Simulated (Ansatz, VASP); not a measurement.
## Cross-check of MoS2 between VASP and Ansatz

One calculation is typed for both programs; each brings its own data sets. How far apart do they land? The structure shown is the start of the Ansatz relaxation below; VASP solves that cell, so the two are compared at the walk's first step.

Main program and level: Ansatz 0.2.0; plane waves, with VASP 6.6.1 beside it; single point at LDA.

## 1. The starting structure

It takes space group P6_3/mmc (No. 194, hexagonal). Conventional cell: a = 3.107 Å, b = 3.107 Å, c = 12.016 Å, α = 90.00°, β = 90.00°, γ = 120.00°. Mo has 6 S at 2.37 Å nearest. S has 3 Mo at 2.37 Å nearest. Farther neighbours and most contacts between anions are not listed.

## 2. Ansatz: relaxation, LDA

Ansatz runs on its PAW soft_1 files.

The two programs are compared at the cell with which this relaxation starts, whose forces are those of its first step.

input.yaml reads:

```yaml
crystal:
  lattice:
    - [3.1065921291, 0.0, 0.0]
    - [-1.5532960646, 2.690387703, 0.0]
    - [0.0, 0.0, 12.0162247219]
  atoms:
    - { symbol: Mo, position: [0.3333333333, 0.6666666667, 0.25] }
    - { symbol: Mo, position: [0.6666666667, 0.3333333333, 0.75] }
    - { symbol: S, position: [0.3333333333, 0.6666666667, 0.621308095] }
    - { symbol: S, position: [0.6666666667, 0.3333333333, 0.121308095] }
    - { symbol: S, position: [0.3333333333, 0.6666666667, 0.878691905] }
    - { symbol: S, position: [0.6666666667, 0.3333333333, 0.378691905] }
kpoints:
  mp_grid: { grid: [12, 12, 4] }
hamiltonian:
  xc: lda
  pseudopotentials: { kind: paw, azcp: { folder: soft_1 }, xc_functional: pbe }
scf:
  occupations: { method: fixed }
  lower_state_search: "off"
output:
  forces: true
  stress: true
  eigenvalues: true
relax:
  adjacent_minimum: "off"
  f_tol: 0.001
  max_steps: 60
  cell: { stress_tol: 0.01, fix: [volume] }
```

On the command line:

```
> ansatz run input.yaml --threads 18 --pin off --max-ram 92160MiB --backend cuda --events-out ev --progress --plain --runs-dir out
```

Numbers of over 12 decimals in the logs are rounded to 6 here.

Output:

```text
Engine: ansatz 0.2.0, aarch64-unknown-linux-gnu
Pseudopotentials: kind: paw
Pseudopotential: Mo, paw, valence charge 14, recommended cutoff 420 eV (normal), soft_1/Mo.paw.azcp
Pseudopotential: S, paw, valence charge 6, recommended cutoff 420 eV (normal), soft_1/S.paw.azcp
Functional definition: SPW92
  exchange = slater_x
  correlation = pw_c
[...]
Crystal: 6 atoms, lattice volume = 100.431 Å³
Basis set: ecut = 420 eV, 1925 PW (Γ)
Bands: 32, of which v1, the nominal top of the filled ones, is band 26 counted from 1 (25 counted from 0)
Symmetry: 24 space group operations
Space group: P63/mmc (ITA 194), of the structure as read, at distance tolerance 4.6e-5 Å
k-points: 57 of 576
Non-local potential: Mo, projectors of the file, l = 0: 3, l = 1: 2, l = 2: 2, l = 3: 1
Non-local potential: S, projectors of the file, l = 0: 2, l = 1: 2, l = 2: 1
PAW form: soft (Blöchl's): semilocal exchange-correlation on the pseudo side does not see the compensation charge
PAW frozen core: Mo, regenerated for the run's functional, and the local potential with it (the file was generated under x = pbe(κ = 0.804, μ = 0.219515), c = pbe(β = 0.066725))
PAW frozen core: S, regenerated for the run's functional, and the local potential with it (the file was generated under x = pbe(κ = 0.804, μ = 0.219515), c = pbe(β = 0.066725))
PAW one-centre angular grid: Mo, 590 points (default); XC on 64 Gauss nodes
PAW one-centre angular grid: S, 110 points (default); XC on 64 Gauss nodes
Initial density: superposition of atomic densities (chi_scale 0.1, normalization cell, long waves kept (reshape's long-wave potential 0.07 eV rms))
Initial wavefunctions: pseudopotential atomic-orbital guess
[...]
Functional: x = slater, c = lda
SCF iter   1: F=—  HF=-13171.527527 eV  |F-HF|=—  |Δ(HF+E_count)|=         —  Δρ=6.10e-2  dr2=4.82e0  ethr=3.10e-3  ⟨swp⟩=5.5  Hψ=8350  notcnv=0  defer=131
preconditioner: auto → Resta (q_TF=auto, 2.445 Å⁻¹)  ε∞=8.0  [insulator: Δε(μ)=0.614 eV  Ē_g=8.406 eV  n_scr=26 (ndim 8)  ℏωp=22.2 eV  f_vac=0.000  ε∞_Penn≈8.0]
SCF iter   2: F=—  HF=-13170.266250 eV  |F-HF|=—  |Δ(HF+E_count)|=    1.26e0  Δρ=2.74e-2  dr2=1.73e0  ethr=3.10e-3  ⟨swp⟩=3.3  Hψ=3716  notcnv=0  defer=119
[...]
SCF iter   9: F=-13169.819163 eV  HF=-13169.819163 eV  |F-HF|=8.79e-9  |Δ(HF+E_count)|=   4.03e-8  Δρ=2.61e-6  dr2=1.15e-8  ethr=1.92e-10  ⟨swp⟩=11.2  Hψ=10145  notcnv=0
SCF 1 converged in 9 iterations: F = -13169.819163 eV  dr2 = 1.15e-8
  greatest PAW one-centre occupation: 0.998 electrons in one spin orbital (limit 2), on the Mo atom at site 1 (counted from 0), in its partial waves of l = 0
relax step   1: F+E_penalty+E_count = -13169.81916270 eV  Δ(F+E_penalty+E_count) = +0.000e0 eV  max|allowed force component| = 2.620e-1 eV/Å  Δτ_max = 0.0000 Å  P = +2.621 GPa  Ω = 100.431 Å³  fix = [volume]  reactions: volume +2.621 GPa  (9 SCF iters, dr2 threshold 1.00e-7 eV, accepted)
[...]
relax step   2: F+E_penalty+E_count = -13169.82729694 eV  Δ(F+E_penalty+E_count) = -8.134e-3 eV  max|allowed force component| = 5.307e-2 eV/Å  Δτ_max = 0.0238 Å  P = +0.219 GPa  Ω = 100.431 Å³  energy of the carried Pulay correction = +1.689e-17 eV  fix = [volume]  reactions: volume +0.219 GPa  (6 SCF iters, dr2 threshold 6.00e-7 eV, accepted)
[...]
relax step   3: F+E_penalty+E_count = -13169.82807916 eV  Δ(F+E_penalty+E_count) = -7.822e-4 eV  max|allowed force component| = 1.670e-2 eV/Å  Δτ_max = 0.0054 Å  P = +0.707 GPa  Ω = 100.431 Å³  energy of the carried Pulay correction = +1.689e-17 eV  fix = [volume]  reactions: volume +0.707 GPa  (6 SCF iters, dr2 threshold 1.76e-7 eV, accepted)
[...]
relax step   4: F+E_penalty+E_count = -13169.82815062 eV  Δ(F+E_penalty+E_count) = -7.146e-5 eV  max|allowed force component| = 9.726e-4 eV/Å  Δτ_max = 0.0001 Å  P = +0.736 GPa  Ω = 100.431 Å³  energy of the carried Pulay correction = +2.534e-17 eV  fix = [volume]  reactions: volume +0.736 GPa  (4 SCF iters, dr2 threshold 7.61e-8 eV, accepted)
[...]
relax step   5: F+E_penalty+E_count = -13169.82815115 eV  Δ(F+E_penalty+E_count) = -5.312e-7 eV  max|allowed force component| = 9.440e-4 eV/Å  Δτ_max = 0.0000 Å  P = +0.735 GPa  Ω = 100.431 Å³  fix = [volume]  reactions: volume +0.735 GPa  stress off target by 3.27e-3 GPa on what of the cell is left free  SCF on the basis re-selected at this cell (its energy is not comparable with the rows above)  (7 SCF iters)
basis re-selected at this cell: Δ(F+E_penalty+E_count) = -5.312e-7 eV, ΔP = -0.000 GPa vs the last step (what re-selecting the basis moved, of the pressure what is left beyond the Pulay correction that the steps carried, after the strain that the cell walked since its last selection, with what the two solves' SCF thresholds leave and, on support functions, any second-order correction that the steps lacked; it is no measure of the basis error at this ecutwfc). The dense FFT grid was sized anew with the basis: this SCF ran on 24×24×80 points, the steps before it on 24×24×81, so part of this shift can come from that change (see relax.cell in the input reference). [rest of the remark cut]
SCF converged after 7 iterations
Free energy (F): -13169.828151 eV
Harris-Foulkes:  -13169.828151 eV  (|F-HF|=1.82e-12)
Internal energy: -13169.828151 eV  (E = F + TS)
E sigma→0 (E₀):  -13169.828151 eV
Fermi energy:    11.844903 eV
--- Per-component energies (eV) ---
  E_band       = -271.164535
  E_kinetic    = 1277.118172
  E_local      = -3695.603738  (includes V_loc(G=0)·N_el)
  E_nonlocal   = 448.815251
  E_hartree    = 1420.489193
  E_xc         = -706.926278
  E_vxc        = -775.316493  (∫ρ·V_xc dr)
  E_paw        = -8507.289871  (= ΣΔE_a)
  E_vpaw       = -367.156177  (= ΣTr[D̂ρ^β])
  E_aug_tail   = 0.000077  (compensation charges beyond the density's cutoff)
  E_ewald      = -3407.989378
  E_core_change = 1.558422  (= ΣΔE_core)
  E_smearing   = -0.000000  (= −TS)
  E_closure    = 0.000000  (closes the sum)
  Σ components = -13169.828151   (vs F -13169.828151, Δ=0.00e0)
--- Forces (eV/Å), atoms counted from 1 ---
  atom   1  Mo    -0.00000000    -0.00000000    -0.00000000
  atom   2  Mo     0.00000000     0.00000000     0.00000000
  atom   3  S     -0.00000000    -0.00000000    -0.00094399
  atom   4  S      0.00000000     0.00000000    -0.00094399
  atom   5  S     -0.00000000    -0.00000000     0.00094399
  atom   6  S      0.00000000     0.00000000     0.00094399
  max |Σ_I F_I| component: 1.73e-17 eV/Å
--- Stress (GPa, compression-positive) ---
        0.733793      -0.000000      -0.000000
       -0.000000       0.733793      -0.000000
       -0.000000      -0.000000       0.738694
  P = ⅓ Tr σ = 0.7354 GPa (7.354 kbar)
--- Band table (eV; the first three rows and the last of 57) ---
  k-point 0: bands = [... 22 lower, 9.5981, 10.3664, 10.7570, 11.8449, 13.9398, 13.9398, 13.9759, 13.9759, ... 2 higher]
  k-point 1: bands = [... 22 lower, 9.5883, 9.7926, 11.1768, 11.7773, 13.9393, 13.9393, 13.9587, 13.9587, ... 2 higher]
  k-point 2: bands = [... 22 lower, 9.5648, 9.5648, 11.5619, 11.5619, 13.9426, 13.9426, 13.9426, 13.9426, ... 2 higher]
  k-point 56: bands = [... 22 lower, 8.7875, 8.7875, 10.9812, 10.9812, 12.8984, 12.8984, 13.9375, 13.9375, ... 2 higher]
--- Relaxed structure (4 steps of the walk, 4 accepted, 1 SCFs on fresh bases) ---
  F+E_penalty+E_count = -13169.82815115 eV   max|allowed force component| = 9.440e-4 eV/Å   (the final SCF, on the basis selected at the relaxed cell)
  cell:  # Å, volume = 100.4309 Å³
    - [3.116380, 2.8958532737485724e-11, 0.0]
    - [-1.558190, 2.698864, 0.0]
    - [0.0, 0.0, 11.940864]
  atoms:
    - { symbol: Mo, position: [0.333333, 0.666667, 0.250000] }
    - { symbol: Mo, position: [0.666667, 0.333333, 0.750000] }
    - { symbol: S, position: [0.333333, 0.666667, 0.619782] }
    - { symbol: S, position: [0.666667, 0.333333, 0.119782] }
    - { symbol: S, position: [0.333333, 0.666667, 0.880218] }
    - { symbol: S, position: [0.666667, 0.333333, 0.380218] }
```

## 3. VASP: single point, LDA, start cell, pair 1

The same cell, functional (in two slightly different forms) and mesh now go to VASP, with its own data sets.

Lines of VASP's logs that name or quote its potential files are left out, and so is its time.

INCAR reads:

```
SYSTEM = MoS2
PREC = Accurate
ENCUT = 400
EDIFF = 1E-06
NELM = 120
ISMEAR = 0
SIGMA = 0.01
LREAL = .FALSE.
ALGO = Normal
GGA = CA
NBANDS = 32
LASPH = .TRUE.
LORBIT = 11
LWAVE = .FALSE.
LCHARG = .FALSE.
ISIF = 2
GGA_COMPAT = .FALSE.
EFERMI = MIDGAP
KPAR = 2
```

POSCAR reads:

```
MoS2
1.0
    3.1065920000      0.0000000000      0.0000000000
   -1.5532960000      2.6903880000      0.0000000000
    0.0000000000      0.0000000000     12.0162250000
Mo S
2 4
Direct
    0.3333333333      0.6666666667      0.2499999792
    0.6666666667      0.3333333333      0.7500000208
    0.3333333333      0.6666666667      0.6213081063
    0.6666666667      0.3333333333      0.1213080647
    0.3333333333      0.6666666667      0.8786918521
    0.6666666667      0.3333333333      0.3786918937
```

KPOINTS reads:

```
Automatic mesh
0
Gamma
12 12 4
0 0 0
```

PAW data sets: Mo_sv and S (LDA family, release 64).

On the command line:

```
> mpirun -np 2 vasp_std
```

Output:

```text
[banner, memory and clock lines left out]
running    2 mpi-ranks, on    1 nodes
 distrk:  each k-point on    1 cores,    2 groups
 distr:  one band on    1 cores,    1 groups

 POSCAR found type information on POSCAR MoS
 POSCAR found :  2 types and       6 ions
 LDA part: xc-table for (Slater(with rela. corr.)+CA(PZ))
 , standard interpolation
 POSCAR, INCAR and KPOINTS ok, starting setup
 FFT: planning ... GRIDC
 FFT: planning ... GRID_SOFT
 FFT: planning ... GRID
 WAVECAR not read
 entering main loop
       N       E                     dE             d eps       ncg     rms          rms(c)
DAV:   1     0.408226134771E+03    0.40823E+03   -0.25924E+04  4112   0.127E+03
DAV:   2    -0.283953797933E+02   -0.43662E+03   -0.42475E+03  4416   0.375E+02
DAV:   3    -0.512670804770E+02   -0.22872E+02   -0.22646E+02  4592   0.761E+01
DAV:   4    -0.517248007602E+02   -0.45772E+00   -0.45613E+00  4424   0.108E+01
DAV:   5    -0.517357849788E+02   -0.10984E-01   -0.10981E-01  4568   0.154E+00    0.388E+01
DAV:   6    -0.495846468859E+02    0.21511E+01   -0.16226E+01  4144   0.243E+01    0.128E+01
DAV:   7    -0.492411330926E+02    0.34351E+00   -0.67961E+00  4120   0.150E+01    0.926E+00
DAV:   8    -0.489412158690E+02    0.29992E+00   -0.11955E+00  4360   0.675E+00    0.272E+00
DAV:   9    -0.489488039793E+02   -0.75881E-02   -0.10901E-01  4856   0.154E+00    0.118E+00
DAV:  10    -0.489412409198E+02    0.75631E-02   -0.45426E-02  4440   0.132E+00    0.221E-01
DAV:  11    -0.489411536386E+02    0.87281E-04   -0.22791E-03  4504   0.274E-01    0.123E-01
DAV:  12    -0.489411329958E+02    0.20643E-04   -0.16640E-04  4400   0.639E-02    0.764E-02
DAV:  13    -0.489411143881E+02    0.18608E-04   -0.18026E-04  4632   0.745E-02    0.212E-02
DAV:  14    -0.489411125810E+02    0.18071E-05   -0.20842E-05  4448   0.290E-02    0.101E-02
DAV:  15    -0.489411125691E+02    0.11934E-07   -0.79134E-07  2896   0.504E-03
   1 F= -.48941113E+02 E0= -.48941113E+02  d E =0.000000E+00
```

OUTCAR, selected parts (step 3):

```text
ion  position               nearest neighbor table
   1  0.333  0.667  0.250-   4 2.37   6 2.37   4 2.37   6 2.37   4 2.37   6 2.37
   2  0.667  0.333  0.750-   5 2.37   5 2.37   5 2.37   3 2.37   3 2.37   3 2.37
   3  0.333  0.667  0.621-   2 2.37   2 2.37   2 2.37
   4  0.667  0.333  0.121-   1 2.37   1 2.37   1 2.37
   5  0.333  0.667  0.879-   2 2.37   2 2.37   2 2.37
   6  0.667  0.333  0.379-   1 2.37   1 2.37   1 2.37

  LATTYP: Found a hexagonal cell.
 ALAT       =     3.1065920000
 C/A-ratio  =     3.8679765479

 Subroutine GETGRP returns: Found 24 space group operations
 (whereof 12 operations were pure point group operations)

The static configuration has the point symmetry D_3d.
 The point group associated with its full space group is D_6h.

 Found     57 irreducible k-points:

   k-points           NKPTS =     57   k-points in BZ     NKDIM =     57   number of bands    NBANDS=     32

   dimension x,y,z NGX =    20 NGY =   20 NGZ =   80
   dimension x,y,z NGXF=    40 NGYF=   40 NGZF=  160

   ENCUT  =  400.0 eV  29.40 Ry    5.42 a.u.   5.07  5.07 19.60*2*pi/ulx,y,z

   NELECT =      52.0000    total number of electrons

 k-points in reciprocal lattice and weights: Automatic mesh
   0.00000000  0.00000000  0.00000000       0.002
   0.08333333  0.00000000  0.00000000       0.010
   0.16666667  0.00000000  0.00000000       0.010
   0.25000000  0.00000000  0.00000000       0.010
   0.33333333 -0.00000000  0.00000000       0.010
   0.41666667  0.00000000  0.00000000       0.010
   0.50000000  0.00000000  0.00000000       0.005
   0.08333333  0.08333333  0.00000000       0.010
   0.16666667  0.08333333  0.00000000       0.021
[...]
0.33333333  0.25000000  0.50000000       0.021
   0.33333333  0.33333333  0.50000000       0.003

 average (electrostatic) potential at core
       1 -73.9204       2 -73.9205       3 -84.1854       4 -84.1854       5 -84.1854
       6 -84.1853

 E-fermi :   8.6486

 k-point     1 :       0.0000    0.0000    0.0000
  band No.  band energies     occupation
    ...
     22       6.0343      2.00000
     23       6.0343      2.00000
     24       6.8285      2.00000
     25       7.1283      2.00000
     26       8.2872      2.00000
     27      10.4480      0.00000
     28      10.4480      0.00000
     29      10.4790      0.00000
     30      10.4791      0.00000
     31      10.6490      0.00000
    ...

 k-point     2 :       0.0833    0.0000    0.0000
  band No.  band energies     occupation
    ...
     22       5.8570      2.00000
     23       6.1134      2.00000
     24       6.8533      2.00000
     25       7.2818      2.00000
     26       8.0583      2.00000
     27      10.3233      0.00000
     28      10.3593      0.00000
     29      10.4686      0.00000
     30      10.5014      0.00000
     31      10.5618      0.00000
    ...

 k-point     3 :       0.1667    0.0000    0.0000
  band No.  band energies     occupation
    ...
     22       5.4411      2.00000
     23       6.0981      2.00000
     24       6.8470      2.00000
     25       7.1351      2.00000
     26       7.4132      2.00000
     27       9.7737      0.00000
     28      10.1804      0.00000
     29      10.1908      0.00000
     30      10.4101      0.00000
     31      10.4734      0.00000
    ...

  Total        1.5275075      1.5275080      1.6730775      0.0000000     -0.0000000      0.0000000
  in kB       24.3683854     24.3683928     26.6906681      0.0000000     -0.0000000      0.0000000
  external PRESSURE =      25.1424821 kB  Pullay stress =       0.0000000 kB

  energy-cutoff  :      400.00
  volume of cell :      100.43
      direct lattice vectors                 reciprocal lattice vectors
     3.106592000  0.000000000  0.000000000     0.321896149  0.185846800  0.000000000
    -1.553296000  2.690388000  0.000000000     0.000000000  0.371693600  0.000000000
     0.000000000  0.000000000 12.016225000     0.000000000  0.000000000  0.083220812

 POSITION                                       TOTAL-FORCE (eV/Angst)
 -----------------------------------------------------------------------------------
     -0.00000      1.79359      3.00406         0.000000      0.000000     -0.000000
      1.55330      0.89680      9.01217        -0.000000      0.000000     -0.000000
     -0.00000      1.79359      7.46578         0.000000      0.000000     -0.276243
      1.55330      0.89680      1.45766         0.000000      0.000000     -0.276243
     -0.00000      1.79359     10.55856        -0.000000      0.000000      0.276243
      1.55330      0.89680      4.55045         0.000000     -0.000000      0.276243
 -----------------------------------------------------------------------------------
    total drift:                                0.000005      0.000009      0.000396

  FREE ENERGIE OF THE ION-ELECTRON SYSTEM (eV)
  ---------------------------------------------------
  free  energy   TOTEN  =       -48.9411125691 eV

  energy  without entropy=      -48.9411125691  energy(sigma->0) =      -48.94111257

 total charge
# of ion       s       p       d       tot
------------------------------------------
    1        2.310   6.247   4.063  12.620
    2        2.310   6.247   4.063  12.620
    3        1.364   2.348   0.000   3.712
    4        1.364   2.348   0.000   3.712
    5        1.364   2.348   0.000   3.712
    6        1.364   2.348   0.000   3.712
--------------------------------------------------
tot         10.075  21.887   8.126  40.088

[... 3 further parts left out ...]
```

This run has no spin polarisation, so a moment on Mo, if there is one, isn't seen.

## 4. Differences

Known differences besides the potentials themselves: the two LDA forms differ slightly; fixed occupations in Ansatz, narrow Gaussian smearing in VASP; the cutoff is 420 eV in Ansatz and 400 eV in VASP; VASP's log shows a relativistic correction to its local exchange, Ansatz's none. Total energies have different zeros and are not compared.

Forces (eV/Å; atoms numbered as in POSCAR):

```csv
atom,"Ansatz x, y, z","VASP x, y, z"
Mo1,"0.000, 0.000, 0.000","0.000, 0.000, 0.000"
Mo2,"0.000, 0.000, 0.000","0.000, 0.000, 0.000"
S3,"0.000, 0.000, -0.262","0.000, 0.000, -0.276"
S4,"0.000, 0.000, -0.262","0.000, 0.000, -0.276"
S5,"0.000, 0.000, 0.262","0.000, 0.000, 0.276"
S6,"0.000, 0.000, 0.262","0.000, 0.000, 0.276"
```

The forces differ by 6.7 meV/Å r.m.s., which is 5.2 % of the r.m.s. force of 0.130 eV/Å (both taken over all components).

## 5. Other set-ups

Further runs change the set-up of one program: Ansatz's method, potentials or start, or VASP's data sets, cutoff or form of LDA. The table gives that difference for each run.

```csv
run,r.m.s. force difference (meV/Å)
as above,6.7
VASP with a cutoff of 500 eV (perhaps on Ansatz's relaxed cell),6.6
```

## 6. Ansatz: relaxation, LDA

The two programs are compared at the cell with which this relaxation starts, whose forces are those of its first step. The cell compared in this pair holds 98.90 Å³, against 100.43 Å³ for the pair before.

The structure compared here is the start of the Ansatz relaxation; VASP solves that cell, so the two are compared at the walk's first step.

input.yaml, as its differences from that of step 2:

```diff
@@ -2,5 +2,5 @@
   lattice:
-    - [3.1065921291, 0.0, 0.0]
-    - [-1.5532960646, 2.690387703, 0.0]
-    - [0.0, 0.0, 12.0162247219]
+    - [3.0907418935, 0.0, 0.0]
+    - [-1.5453709468, 2.6766609963, 0.0]
+    - [0.0, 0.0, 11.9549163863]
   atoms:
```

On the command line:

```
> ansatz run input.yaml --threads 18 --pin off --max-ram 92160MiB --backend cuda --events-out ev --progress --plain --runs-dir out
```

Output:

```text
[...]
Crystal: 6 atoms, lattice volume = 98.901 Å³
Basis set: ecut = 420 eV, 1911 PW (Γ)
Bands: 32, of which v1, the nominal top of the filled ones, is band 26 counted from 1 (25 counted from 0)
Symmetry: 24 space group operations
[...]
k-points: 57 of 576
[...]
- [3.109302, 2.9040815667462026e-11, 0.0]
    - [-1.554651, 2.692735, 0.0]
    - [0.0, 0.0, 11.812618]
  atoms:
    - { symbol: Mo, position: [0.333333, 0.666667, 0.25] }
    - { symbol: Mo, position: [0.666667, 0.333333, 0.750000] }
    - { symbol: S, position: [0.333333, 0.666667, 0.618289] }
    - { symbol: S, position: [0.666667, 0.333333, 0.118289] }
    - { symbol: S, position: [0.333333, 0.666667, 0.881711] }
    - { symbol: S, position: [0.666667, 0.333333, 0.381711] }
[key lines of the parts left out:]
SCF converged after 6 iterations
Free energy (F): -13169.817017 eV
Fermi energy:    12.156846 eV
P = ⅓ Tr σ = 1.6329 GPa (16.329 kbar)
```

(Continued in part 2 of 2.)

[Lines on the potential files, build, host, timing and source positions are cut from VASP's logs without a mark.]

[Logs are printed without paths, hosts, clocks, repeated set-up lines and the standing remarks that a program may print on its own settings, such as how far it seeks lower states.]

[Hosts, paths, dates, database ids (printed as entryN), source tags and the programs' standing remarks are cut or masked in the printed files.]

[Rows of further runs with another cutoff or data set may stand on the cell that Ansatz relaxed, not on the start cell of the pair above them.]
